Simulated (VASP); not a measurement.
Given:

```
AlTi
1.0
    2.74863     0.00000     0.00000
    0.00000     2.74863     0.00000
    0.00000     0.00000     3.94525
Ti Al
1 1
Direct
  0.00000   0.00000   0.00000
  0.50000   0.50000   0.50000
```

Level of theory: revTPSS meta-GGA, VASP's PBE PAW potentials (set 64) (plane waves; VASP 6.6.1). Run with 520 eV cut-off, 13×13×9 Γ-centred mesh, first-order Methfessel-Paxton smearing of 0.10 eV, potentials Ti_sv Al.

**Question.** Predict the energy per atom (σ→0), pressure, band gap (on the k-mesh) with the smallest direct gap where there is one.

**Answer.** 
- band gap (on the k-mesh) = none (metal, semimetal or under 0.01 eV)
- energy per atom (σ→0) = -6.771 eV/atom
- pressure = 8.72 GPa

Total energies compare only between runs with the same potentials, cut-off and functional.

The compound is TiAl in the L1_0 structure. This cell is one point of a volume scan, at 0.94 of the reference volume. The electron count is odd and the run is not spin-polarised, which forces a metal.
